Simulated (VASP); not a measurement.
All values below come from rev-vdW-DF2, VASP's PBE PAW potentials (set 64) (plane waves; VASP 6.6.1).

Input for VASP

### POSCAR
```
Bi
1
    4.1267465306    -2.2575626833    -0.0023733815
    4.1267465306     2.2575626833    -0.0023733815
    2.8938662437     0.0000000000     3.7083918308
Bi
2
Direct
  0.2354180019   0.2354180019   0.2354180019
  0.7645819981   0.7645819981   0.7645819981
```

INCAR:
```
SYSTEM=Bi
PREC=Accurate; ENCUT=520; LREAL=.FALSE.
LASPH=.TRUE.
EDIFF=1E-7; NELM=100; ALGO=Normal
LMAXMIX=4
ISMEAR=1; SIGMA=0.1
GGA=MK; LUSE_VDW=.TRUE.; AGGAC=0.0
PARAM1=0.1234568; PARAM2=0.7114; ZAB_VDW=-1.8867
IBRION=2; NSW=30; ISIF=4
EDIFFG=-0.01
LWAVE=.FALSE.; LCHARG=.FALSE.
```

### KPOINTS
```
Automatic mesh
0
Gamma
10 10 10
0 0 0
```

POTCAR, in this order: Bi_d (PBE.64 set). Program: vasp_std.

Unless said otherwise, spin-orbit coupling is left out, though it shifts the bands of the heavy elements here.

Question: Predict the energy per atom (σ→0), band gap (on the k-mesh).

Answer: 
The energy per atom (σ→0) comes out as -0.943 eV/atom and the band gap (on the k-mesh) is none (metal, semimetal or under 0.01 eV).

### OSZICAR
```
...
DAV:   1    -0.188814933681E+01   -0.14406E-02   -0.67881E-02  4630   0.216E+00    0.195E-01
DAV:   2    -0.188732611225E+01    0.82322E-03   -0.27973E-03  6291   0.917E-01    0.126E-01
DAV:   3    -0.188673758496E+01    0.58853E-03   -0.92396E-04  5606   0.710E-01    0.128E-02
DAV:   4    -0.188676340104E+01   -0.25816E-04   -0.33153E-04  4669   0.245E-01    0.656E-03
DAV:   5    -0.188676386756E+01   -0.46651E-06   -0.11483E-05  5533   0.359E-02    0.246E-03
DAV:   6    -0.188676375006E+01    0.11750E-06   -0.71267E-07  4578   0.166E-02    0.614E-04
DAV:   7    -0.188676374048E+01    0.95820E-08   -0.12028E-07  2300   0.470E-03
   6 F= -.18867637E+01 E0= -.18868211E+01  d E =-.207074E-03
```

The compound is Bi in the a7 structure. This cell is one point of a volume scan, at 0.97 of the reference volume. Symmetry was kept, so distortions that lower it aren't found.
